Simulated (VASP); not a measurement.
An input for Ansatz (written as the equivalent of a VASP run, and not itself run):

Ansatz 0.2 input:
```yaml
crystal:
  lattice:
    - [0.0000000, 1.8394700, 1.8394700]
    - [1.8394700, 0.0000000, 1.8394700]
    - [1.8394700, 1.8394700, 0.0000000]
  atoms:
    - { symbol: B, position: [0.0000000, 0.0000000, 0.0000000] }
    - { symbol: N, position: [0.7500000, 0.7500000, 0.7500000] }
kpoints:
  mp_grid: { grid: [10, 10, 10] }
hamiltonian:
  xc: pbe
  pseudopotentials: { kind: paw }
scf:
  occupations: { method: gaussian, width: 0.01 }
  max_iter: 100
output: { forces: true, stress: true, eigenvalues: true }
```

**Question.** Translate this input to VASP (INCAR, KPOINTS, POSCAR, choice of POTCAR).

**Answer.** This is not unique; one that fits is 
INCAR:
```
SYSTEM = BN
PREC = Accurate; ENCUT = 400; LREAL = .False.
LASPH = .True.
EDIFF = 1E-6; NELM = 100; ALGO = Normal
ISMEAR = 0; SIGMA = 0.01
GGA = PE
ISIF = 2
LWAVE = .False.; LCHARG = .False.
```

### KPOINTS
```
Automatic mesh
0
Gamma
10 10 10
0 0 0
```

POSCAR:
```
BN
1
    0.0000000000     1.8394700000     1.8394700000
    1.8394700000     0.0000000000     1.8394700000
    1.8394700000     1.8394700000     0.0000000000
B N
1 1
Direct
  0.0000000000   0.0000000000   0.0000000000
  0.7500000000   0.7500000000   0.7500000000
```

POTCAR, in this order: B N (PBE.64 set). Program: vasp_std.

The two are equivalent in intent, not identical: each code has its own PAW files, so the cut-off isn't converted (ENCUT is set for VASP's; basis.ecutwfc is left out, and Ansatz then takes the one that its files recommend); Ansatz stops its SCF on the density residual and VASP on the energy change (EDIFF).

The structure comes from a computed database's BN entry; how it stands against other phases isn't given here. The cell was not relaxed at this level.
